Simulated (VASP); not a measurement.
Output of a VASP run:

**OUTCAR**
```
 ion  position               nearest neighbor table
   1  0.250  0.000  0.500-   3 2.59   3 2.59   8 2.90   7 2.90   8 2.90   7 2.90
   2  0.500  0.750  0.000-   4 2.59   4 2.59   8 2.90   8 2.90   7 2.90   7 2.90
   3  0.750  0.000  0.500-   1 2.59   1 2.59   8 2.90   7 2.90   8 2.90   7 2.90
   4  0.500  0.250  0.000-   2 2.59   2 2.59   8 2.90   8 2.90   7 2.90   7 2.90
   5  0.000  0.500  0.750-   6 2.59   6 2.59   8 2.90   7 2.90   7 2.90   8 2.90
   6  0.000  0.500  0.250-   5 2.59   5 2.59   8 2.90   7 2.90   7 2.90   8 2.90
   7  0.000  0.000  0.000-   1 2.90   2 2.90   3 2.90   4 2.90   5 2.90   6 2.90   1 2.90   3 2.90
                             5 2.90   6 2.90   2 2.90   4 2.90
   8  0.500  0.500  0.500-   1 2.90   2 2.90   3 2.90   4 2.90   5 2.90   6 2.90   2 2.90   4 2.90
                             1 2.90   3 2.90   5 2.90   6 2.90
  LATTYP: Found a simple cubic cell.
 ALAT       =     5.1887870000
 Subroutine PRICEL returns:
 Original cell was already a primitive cell.
 Subroutine GETGRP returns: Found 48 space group operations
The static configuration has the point symmetry T_h .
 The point group associated with its full space group is O_h .
The dynamic configuration has the point symmetry T_h .
The overall configuration has the point symmetry T_h .
 Subroutine INISYM returns: Found 48 space group operations
 Subroutine IBZKPT returns following result:
 Found     10 irreducible k-points:

 Following reciprocal coordinates:
            Coordinates               Weight
  0.000000  0.000000  0.000000      1.000000
  0.200000  0.000000  0.000000      6.000000
  0.400000  0.000000  0.000000      6.000000
  0.200000  0.200000  0.000000     12.000000
  0.400000  0.200000  0.000000     24.000000
  0.400000  0.400000  0.000000     12.000000
  0.200000  0.200000  0.200000      8.000000
  0.400000  0.200000  0.200000     24.000000
  0.400000  0.400000  0.200000     24.000000
  0.400000  0.400000  0.400000      8.000000
   k-points           NKPTS =     10   k-points in BZ     NKDIM =     10   number of bands    NBANDS=    124
   number of dos      NEDOS =    301   number of ions     NIONS =      8
   total plane-waves  NPLWV =  27000
   dimension x,y,z NGX =    30 NGY =   30 NGZ =   30
   dimension x,y,z NGXF=    60 NGYF=   60 NGZF=   60
   ions per type =               6   2
   PREC   = accura    normal or accurate (medium, high low for compatibility)
   ISTART =      0    job   : 0-new  1-cont  2-samecut
   ICHARG =      2    charge: 1-file 2-atom 10-const
   ISPIN  =      1    spin polarized calculation?
   LNONCOLLINEAR =      T non collinear calculations
   LSORBIT =      T    spin-orbit coupling
   INIWAV =      1    electr: 0-lowe 1-rand  2-diag
   ENCUT  =  300.0 eV  22.05 Ry    4.70 a.u.   7.33  7.33  7.33*2*pi/ulx,y,z
   NELM   =    100;   NELMIN=  2; NELMDL= -5     # of ELM steps
   EDIFF  = 0.1E-05   stopping-criterion for ELM
   LREAL  =      F    real-space projection
   NLSPLINE    = F    spline interpolate recip. space projectors
   LMAXMIX     =    4 max onsite mixed and CHGCAR
   VOSKOWN=      0    Vosko Wilk Nusair interpolation
   EDIFFG = 0.1E-04   stopping-criterion for IOM
   NSW    =      0    number of steps for IOM
   NBLOCK =      1;   KBLOCK =      1    inner block; outer block
   IBRION =     -1    ionic relax: 0-MD 1-quasi-New 2-CG
   NFREE  =      0    steps in history (QN), initial steepest desc. (CG)
   ISIF   =      2    stress and relaxation
   ISYM   =      2    0-nonsym 1-usesym 2-fastsym
   TEIN   =    0.0    initial temperature
   TEBEG  =    0.0;   TEEND  =   0.0 temperature during run
   SMASS  =  -3.00    Nose mass-parameter (am)
   PSTRESS=    0.0 pullay stress
   NELECT =     104.0000    total number of electrons
   EFERMI =   0.00;   METHOD = LEGACY
   ISMEAR =    -1;   SIGMA  =   0.10  broadening in eV -4-tet -1-fermi 0-gaus
   IALGO  =     38    algorithm
   LDIAG  =      T    sub-space diagonalisation (order eigenvalues)
   IMIX   =      4    mixing-type and parameters
     AMIX     =   0.40;   BMIX     =  1.00
     AMIX_MAG =   1.60;   BMIX_MAG =  1.00
     AMIN     =   0.10
   GGA     = PS    functional components
   VOSKOWN =     0    Vosko Wilk Nusair interpolation
   LHFCALC =     F    Hartree Fock is set to
   LHFONE  =     F    Hartree Fock one center treatment
...
```

**OSZICAR**
```
       N       E                     dE             d eps       ncg     rms          rms(c)
DAV:   1     0.150012844064E+04    0.15001E+04   -0.34387E+04  2636   0.169E+03
DAV:   2     0.158069862265E+03   -0.13421E+04   -0.13071E+04  2752   0.633E+02
DAV:   3    -0.457988147038E+02   -0.20387E+03   -0.19301E+03  3304   0.227E+02
DAV:   4    -0.747465062481E+02   -0.28948E+02   -0.27403E+02  3800   0.722E+01
DAV:   5    -0.777909850268E+02   -0.30445E+01   -0.29715E+01  4552   0.206E+01    0.189E+01
DAV:   6    -0.748698480945E+02    0.29211E+01   -0.11360E+01  3744   0.156E+01    0.634E+00
DAV:   7    -0.746161720209E+02    0.25368E+00   -0.20038E+00  3904   0.656E+00    0.273E+00
DAV:   8    -0.746106845865E+02    0.54874E-02   -0.19128E-01  4072   0.189E+00    0.153E+00
DAV:   9    -0.746102552892E+02    0.42930E-03   -0.28464E-02  3648   0.738E-01    0.486E-01
DAV:  10    -0.746102289833E+02    0.26306E-04   -0.37866E-03  4392   0.245E-01    0.132E-01
DAV:  11    -0.746102211804E+02    0.78029E-05   -0.50161E-04  3736   0.112E-01    0.266E-02
DAV:  12    -0.746102082824E+02    0.12898E-04   -0.72638E-05  3608   0.380E-02    0.136E-02
DAV:  13    -0.746102087915E+02   -0.50919E-06   -0.10729E-05  3296   0.131E-02    0.506E-03
DAV:  14    -0.746102086894E+02    0.10215E-06   -0.10826E-06  2032   0.566E-03
   1 F= -.74610209E+02 E0= -.74423853E+02  d E =-.372711E+00  mag=     0.0000    -0.0000     0.0000
```

### OUTCAR
```
------------------------ aborting loop because EDIFF is reached ----------------------------------------
  FORCE on cell =-STRESS in cart. coord.  units (eV):
  Direction    XX          YY          ZZ          XY          YZ          ZX
  --------------------------------------------------------------------------------------
  Total       -6.0499223     -6.0499223     -6.0499223     -0.0000000      0.0000000     -0.0000000
  in kB      -69.3845618    -69.3845618    -69.3845618     -0.0000000      0.0000000     -0.0000000
  external PRESSURE =     -69.3845618 kB  Pullay stress =       0.0000000 kB
  volume of cell :      139.70
      direct lattice vectors                 reciprocal lattice vectors
     5.188787000  0.000000000  0.000000000     0.192723270  0.000000000  0.000000000
     0.000000000  5.188787000  0.000000000     0.000000000  0.192723270  0.000000000
     0.000000000  0.000000000  5.188787000     0.000000000  0.000000000  0.192723270
 POSITION                                       TOTAL-FORCE (eV/Angst)
 -----------------------------------------------------------------------------------
      1.29720      0.00000      2.59439        -0.000000     -0.000000     -0.000000
      2.59439      3.89159      0.00000        -0.000000      0.000000     -0.000000
      3.89159      0.00000      2.59439         0.000000      0.000000      0.000000
      2.59439      1.29720      0.00000        -0.000000     -0.000000      0.000000
      0.00000      2.59439      3.89159        -0.000000     -0.000000      0.000000
      0.00000      2.59439      1.29720        -0.000000      0.000000     -0.000000
      0.00000      0.00000      0.00000        -0.000000      0.000000     -0.000000
      2.59439      2.59439      2.59439        -0.000000      0.000000     -0.000000
 -----------------------------------------------------------------------------------
    total drift:                                0.000000      0.000000      0.000000
  FREE ENERGIE OF THE ION-ELECTRON SYSTEM (eV)
  ---------------------------------------------------
  free  energy   TOTEN  =       -74.6102086894 eV

  energy  without entropy=      -74.2374973559  energy(sigma->0) =      -74.42385302

 total charge

# of ion       s       p       d       tot
------------------------------------------
    1        2.192   5.991   2.539  10.722
    2        2.192   5.991   2.539  10.722
    3        2.192   5.991   2.539  10.722
    4        2.192   5.991   2.539  10.722
    5        2.192   5.991   2.539  10.722
    6        2.192   5.991   2.539  10.722
    7        0.876   0.907   9.974  11.757
    8        0.876   0.907   9.974  11.757
--------------------------------------------------
tot         14.901  37.760  35.185  87.846

 magnetization (x)

# of ion       s       p       d       tot
------------------------------------------
    1        0.000  -0.000   0.000   0.000
    2       -0.000   0.000  -0.000  -0.000
    3       -0.000   0.000   0.000   0.000
    4        0.000   0.000  -0.000  -0.000
    5        0.000   0.000   0.000   0.000
    6        0.000   0.000   0.000   0.000
    7        0.000   0.000   0.000   0.000
    8        0.000  -0.000  -0.000  -0.000
--------------------------------------------------
tot         -0.000  -0.000  -0.000  -0.000

 magnetization (y)

# of ion       s       p       d       tot
------------------------------------------
    1        0.000  -0.000   0.000   0.000
    2        0.000   0.000   0.000   0.000
    3       -0.000  -0.000   0.000   0.000
    4        0.000   0.000   0.000   0.000
    5       -0.000   0.000  -0.000  -0.000
    6        0.000   0.000  -0.000  -0.000
...
```
(Selected blocks of OUTCAR.)

POSCAR:
```
Nb3Ga
1
    5.1887870000     0.0000000000     0.0000000000
    0.0000000000     5.1887870000     0.0000000000
    0.0000000000     0.0000000000     5.1887870000
Nb Ga
6 2
Direct
  0.2500000000   0.0000000000   0.5000000000
  0.5000000000   0.7500000000   0.0000000000
  0.7500000000   0.0000000000   0.5000000000
  0.5000000000   0.2500000000   0.0000000000
  0.0000000000   0.5000000000   0.7500000000
  0.0000000000   0.5000000000   0.2500000000
  0.0000000000   0.0000000000   0.0000000000
  0.5000000000   0.5000000000   0.5000000000
```

Problem. Write an INCAR and KPOINTS that could have produced this output.

Solution. Several could match; the one computed here: the input of the run itself, PBEsol GGA with spin-orbit coupling, plane waves, VASP's PBE PAW potentials (set 64).

INCAR:
```
SYSTEM = Nb3Ga
PREC = Accurate
ENCUT = 300
EDIFF = 1E-6
NELM = 100
ALGO = Normal
LREAL = .FALSE.
LASPH = .TRUE.
ISMEAR = -1
SIGMA = 0.1
GGA = PS
LMAXMIX = 4
LWAVE = .FALSE.
LCHARG = .FALSE.
ISIF = 2
LSORBIT = .TRUE.
LNONCOLLINEAR = .TRUE.
MAGMOM = 0.0 0.0 0.0 0.0 0.0 0.0 0.0 0.0 0.0 0.0 0.0 0.0 0.0 0.0 0.0 0.0 0.0 0.0 0.0 0.0 0.0 0.0 0.0 0.0
GGA_COMPAT = .FALSE.
LORBIT = 11
```

KPOINTS:
```
Automatic mesh
0
Gamma
5 5 5
0 0 0
```

POTCAR, in this order: Nb_sv Ga_d (PBE.64 set). Program: vasp_ncl.

At this cut-off the stress carries a Pulay error, which pulls relaxed volumes low.

The structure comes from a measured Nb3Ga entry of the Crystallography Open Database, whose conditions weren't checked. The cell was not relaxed at this level. The run is one of a series of settings (GGA_COMPAT = .FALSE., LNONCOLLINEAR = .TRUE., LSORBIT = .TRUE., MAGMOM = 0.0 0.0 0.0 0.0 0.0 0.0 0.0 0.0 0.0 0.0 0.0 0.0 0.0 0.0 0.0 0.0 0.0 0.0 0.0 0.0 0.0 0.0 0.0 0.0, program vasp_ncl against the base run), some of them coarse on purpose.
